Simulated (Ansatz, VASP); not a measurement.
**BPd4: VASP beside Ansatz**

Contents of INCAR:

```
SYSTEM = BPd4
  PREC = Accurate
  ENCUT = 520
  EDIFF = 1E-6
  ISMEAR = -1
  SIGMA = 0.05
  LREAL = .FALSE.
  LASPH = .TRUE.
  NELM = 100
  ALGO = Fast
  ISIF = 2
  LWAVE = .FALSE.
  LCHARG = .FALSE.
  LMAXMIX = 4
  GGA = PS
  NBANDS = 30
```

The input KPOINTS:

```
regular mesh
0
G
  7 5 4
  0 0 0
```

POSCAR

```
BPd4
1.0
    2.8920299704      0.0000000000      0.0000000000
    0.0000000000      4.3650077954      0.0000000000
    0.0000000000      0.0000000000      5.8563150000
Pd B
4 1
Direct
    0.5000000000      0.0000000000      0.1975780000
    0.0000000000      0.0000000000      0.6194700000
    0.0000000000      0.5000000000      0.3291640000
    0.5000000000      0.5000000000      0.8675610000
    0.5000000000      0.0000000000      0.8632270000
```

File KPOINTS_OPT:

```
path GXSYGZURTZ,YT,UX,SR
10
line-mode
reciprocal
 0.0000000000  0.0000000000  0.0000000000  G
 0.5000000000  0.0000000000  0.0000000000  X

 0.5000000000  0.0000000000  0.0000000000  X
 0.5000000000  0.5000000000  0.0000000000  S

 0.5000000000  0.5000000000  0.0000000000  S
 0.0000000000  0.5000000000  0.0000000000  Y

 0.0000000000  0.5000000000  0.0000000000  Y
 0.0000000000  0.0000000000  0.0000000000  G

 0.0000000000  0.0000000000  0.0000000000  G
 0.0000000000  0.0000000000  0.5000000000  Z

 0.0000000000  0.0000000000  0.5000000000  Z
 0.5000000000  0.0000000000  0.5000000000  U

 0.5000000000  0.0000000000  0.5000000000  U
 0.5000000000  0.5000000000  0.5000000000  R

 0.5000000000  0.5000000000  0.5000000000  R
 0.0000000000  0.5000000000  0.5000000000  T

 0.0000000000  0.5000000000  0.5000000000  T
 0.0000000000  0.0000000000  0.5000000000  Z

 0.0000000000  0.5000000000  0.0000000000  Y
 0.0000000000  0.5000000000  0.5000000000  T

 0.5000000000  0.0000000000  0.5000000000  U
 0.5000000000  0.0000000000  0.0000000000  X

 0.5000000000  0.5000000000  0.0000000000  S
 0.5000000000  0.5000000000  0.5000000000  R
```

The input input.yaml:

```yaml
crystal:
  lattice:
    - [2.8920299704, 0.0, 0.0]
    - [0.0, 4.3650077954, 0.0]
    - [0.0, 0.0, 5.856315]
  atoms:
    - { symbol: Pd, position: [0.5, 0.0, 0.197578] }
    - { symbol: Pd, position: [0.0, 0.0, 0.61947] }
    - { symbol: Pd, position: [0.0, 0.5, 0.329164] }
    - { symbol: Pd, position: [0.5, 0.5, 0.867561] }
    - { symbol: B, position: [0.5, 0.0, 0.863227] }
hamiltonian:
  xc: pbesol
  pseudopotentials: { kind: paw }
kpoints:
  mp_grid: { grid: [7, 5, 4] }
  band_path:
    path:
      - [[0.0, 0.0, 0.0], [0.5, 0.0, 0.0], [0.5, 0.5, 0.0], [0.0, 0.5, 0.0], [0.0, 0.0, 0.0], [0.0, 0.0, 0.5], [0.5, 0.0, 0.5], [0.5, 0.5, 0.5], [0.0, 0.5, 0.5], [0.0, 0.0, 0.5]]
      - [[0.0, 0.5, 0.0], [0.0, 0.5, 0.5]]
      - [[0.5, 0.0, 0.5], [0.5, 0.0, 0.0]]
      - [[0.5, 0.5, 0.0], [0.5, 0.5, 0.5]]
    npoints: 14
scf:
  occupations: { method: fermi_dirac, width: 0.05 }
  n_extra_bands: 12
output:
  forces: true
  stress: true
  eigenvalues: true
  fatbands: false
```

The cell comes from a database or a generator and needn't be the stable form of this composition.

Alike in both runs: task band structure; functional PBEsol; k mesh 7 × 5 × 4; occupations fermi-dirac, width 0.05 eV; no spin polarisation.

```csv
,VASP,Ansatz
version,VASP 6.6.1,Ansatz 0.2.0
potentials or method,"VASP PAW PBE potentials, release 64 (Pd, B)",Ansatz PAW
plane-wave cutoff (eV),520,420
valence electrons in the cell,43,75
```

|  | VASP | Ansatz | Ansatz less VASP |
| --- | --- | --- | --- |
| gap on the k mesh at the Fermi level (eV) | none | none | - |
| pressure (GPa) | -8.5 | -8.5 | -0.08 |
| largest component of the traceless stress (GPa) | 0.34 | 0.11 | -0.233 |
| rms of the force components (eV/Å) | 0.049 | 0.064 | +0.0150 |

Atom by atom the forces differ by 0.024 eV/Å (rms over components). A gap of «none» marks a metal or a gap that the smearing closes. With one functional, cell and mesh, what is left measures potentials, basis and numerics. The two sets of potentials don't hold the same shells in valence.

Caveats: the PAW data sets were made with another functional, which shifts forces and pressure a little (VASP); the PAW data sets come from PBE, with cores solved anew for the run's functional, which leaves a small shift of forces and pressure (Ansatz).
